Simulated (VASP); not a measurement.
Energy against volume of ZnF2 (rutile). All values below come from AM05 GGA, VASP's PBE PAW potentials (set 64) (plane waves; VASP). Numerical set-up: 520 eV cut-off, 5×5×7 Γ-centred mesh, Gaussian smearing of 0.050 eV, potentials Zn F.

Shape and ions are relaxed at each volume.

```
V (Å³/atom)  E (eV/atom)
-----------  -----------
11.084          -3.93422
11.438          -3.94723
11.791          -3.95189
12.145          -3.94966
```

Q: Fit these four points and predict the energy of the run at 12.499 Å³/atom.

A: A cubic in V^(−2/3), the third-order Birch-Murnaghan form, passes through the four points with V0 = 11.84 Å³/atom and B0 = 102 GPa, and gives -3.9417 eV/atom there. The run gave -3.9419 eV/atom, -0.2 meV/atom from the fit; all five points give B0 = 100 GPa.

The compound is ZnF2 in the rutile structure. It was relaxed first.
